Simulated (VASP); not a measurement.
```
CsI
1.0
    0.00000     3.82412     3.82412
    3.82412     0.00000     3.82412
    3.82412     3.82412     0.00000
Cs I
1 1
Cartesian
  0.00000   0.00000   0.00000
  3.82412   3.82412   3.82412
```

All values below come from PBEsol GGA, VASP's PBE PAW potentials (set 64) (plane waves; VASP 6.6.1). Settings: 400 eV cut-off, 7×7×7 Γ-centred mesh, tetrahedra with Blöchl corrections, potentials Cs_sv I.

Unless said otherwise, spin-orbit coupling is left out, though it shifts the bands of the heavy elements here.

Q: What does the run give for the energy per atom (σ→0), band gap (on the k-mesh) with the smallest direct gap where there is one?

A: 
The band gap (on the k-mesh) is 3.89 eV, the smallest direct gap (on the k-mesh) comes out as 3.89 eV and the energy per atom (σ→0) comes out as -2.884 eV/atom.

Only differences to runs with the same potentials and settings are physical.

The structure was generated: CsI was put into the rock salt type (Fm-3m), which need not be its known phase. It was relaxed first, which changed the volume by -21 %.
